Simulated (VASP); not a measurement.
VASP runs on TiSb (space group P4_2/mmc) share one base input (PBE GGA, plane waves, VASP's PBE PAW potentials (set 64)) and change the settings named in each case.

### INCAR
```
SYSTEM = TiSb
PREC = Accurate
ENCUT = 300
EDIFF = 1E-6
NELM = 100
ALGO = Normal
LREAL = .FALSE.
LASPH = .TRUE.
ISMEAR = 0
SIGMA = 0.2
GGA = PE
LMAXMIX = 4
LWAVE = .FALSE.
LCHARG = .FALSE.
ISIF = 2
```

POSCAR:
```
TiSb
1.0
  4.1682890000   0.0000000000   0.0000000000
  0.0000000000   4.1682890000   0.0000000000
  0.0000000000   0.0000000000   7.3395510000
Ti Sb
2 2
Cart
  0.0000000000   2.0841445000   0.0000000000
  2.0841445000   0.0000000000   3.6697755000
  0.0000000000   0.0000000000   1.8348877500
  0.0000000000   0.0000000000   5.5046632500
```

KPOINTS:
```
Automatic mesh
0
Gamma
4 4 3
0 0 0
```

POTCAR, in this order: Ti_sv Sb (PBE.64 set). Program: vasp_std.

```
change                                                                                                                                      E(σ→0) (eV/atom)  pressure (GPa)    −TS (eV)
------------------------------------------------------------------------------------------------------------------------------------------  ----------------  --------------  ----------
base run                                                                                                                                             -5.4034           -1.88     -0.1786
GGA removed, POTCAR Ti_sv Sb (LDA.64 set)                                                                                                            -5.9761      (withheld)  (withheld)
GGA_COMPAT = .FALSE., LNONCOLLINEAR = .TRUE., LSORBIT = .TRUE., MAGMOM = 0.0 0.0 0.0 0.0 0.0 0.0 0.0 0.0 0.0 0.0 0.0 0.0, program vasp_ncl           -5.4398           -1.88     -0.1797
KPOINTS 5×5×3 Γ-centred mesh                                                                                                                         -5.4122           -1.85     -0.1765
```

Question: Fill in the missing entries.

Answer: 
- GGA removed, POTCAR Ti_sv Sb (LDA.64 set), pressure (GPa): -5.40
- GGA removed, POTCAR Ti_sv Sb (LDA.64 set), −TS (eV): -0.1836

Energies of different potentials or functionals have different zeros.  Unless said otherwise, spin-orbit coupling is left out, though it shifts the bands of the heavy elements here. At 300 eV the pressure can carry a Pulay error.

Left out are runs that ran out of time, are held back, or changed the cell or the kind of run, fixed moments of cells without a moment, rows past the twelfth, gaps on odd meshes, pressures of charged cells and columns that move by less than the noise.

The structure was generated: TiSb was put into an ordered model structure, which need not be its known phase. The cell was not relaxed at this level.
